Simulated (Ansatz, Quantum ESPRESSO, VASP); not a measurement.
Code comparison for Sn (Fd-3m, 2 atoms in the cell)

Self-consistent single point.

```
CELL_PARAMETERS angstrom
      0.00000     3.24450     3.24450
      3.24450     0.00000     3.24450
      3.24450     3.24450     0.00000
ATOMIC_POSITIONS crystal
  Sn 0.00000 0.00000 0.00000
  Sn 0.25000 0.25000 0.25000
```

Shared settings, as Ansatz (an electronic-structure program) writes them: kpoints.mp_grid.grid = 9 9 9; magnetization.spin_orbit = true; scf.occupations.method = fermi_dirac; scf.occupations.width = 0.05 eV. Potentials and cutoffs stand in the table.

```json
[
 {"code": "Quantum ESPRESSO", "model": "PBE, spin-orbit coupling, PseudoDojo fully relativistic norm-conserving (PBE) pseudopotentials", "pressure (GPa)": "3.31", "cutoff": "75 Ry"},
 {"code": "Ansatz", "model": "PBE with spin-orbit coupling, default PAW files", "pressure (GPa)": "3.23", "cutoff": "default"},
 {"code": "VASP", "model": "PBE, spin-orbit coupling, VASP's PBE PAW potentials (set 64)", "pressure (GPa)": "3.00", "cutoff": "300 eV"}
]
```

The spread over the programs that give each value: pressure within 0.31 GPa.

Ansatz's pressure is given at a fixed set of plane waves, as the other plane-wave codes print theirs.

VASP's run is marked for a possible Pulay error in its stress at this cutoff; no cutoff test was made.

The starting cell has typed, rounded lattice constants, without a prior relaxation at this level.

Left out of this page: Elk (with a known weakness of the program); FLEUR (failed or unconverged); SIESTA (not drawn, or without a comparable value).

Keys are those of Ansatz 0.2.
